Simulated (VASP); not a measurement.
Consider the following.

```
BN
1.0
    1.27704    -2.21190     0.00000
    1.27704     2.21190     0.00000
    0.00000     0.00000     6.79320
B N
2 2
Direct
  0.33333   0.66667   0.25000
  0.66667   0.33333   0.75000
  0.66667   0.33333   0.25000
  0.33333   0.66667   0.75000
```

These are r2SCAN meta-GGA, VASP's PBE PAW potentials (set 64) (plane waves; VASP) values and carry that method's errors. Settings: 520 eV cut-off, 9×9×3 Γ-centred mesh, Gaussian smearing of 0.050 eV, potentials B N.

**Question.** Estimate the energy per atom (σ→0), pressure.

**Answer.** 
```json
{
 "energy per atom (σ→0)": "-9.624 eV/atom",
 "pressure": "-13.46 GPa"
}
```

The absolute energy has meaning only against runs of the same code, potentials and settings.

The compound is BN in the hex structure. The cell was not relaxed at this level. The run is one of a series of settings (GGA removed, LMIXTAU = .TRUE., METAGGA = R2SCAN against the base run), some of them coarse on purpose.
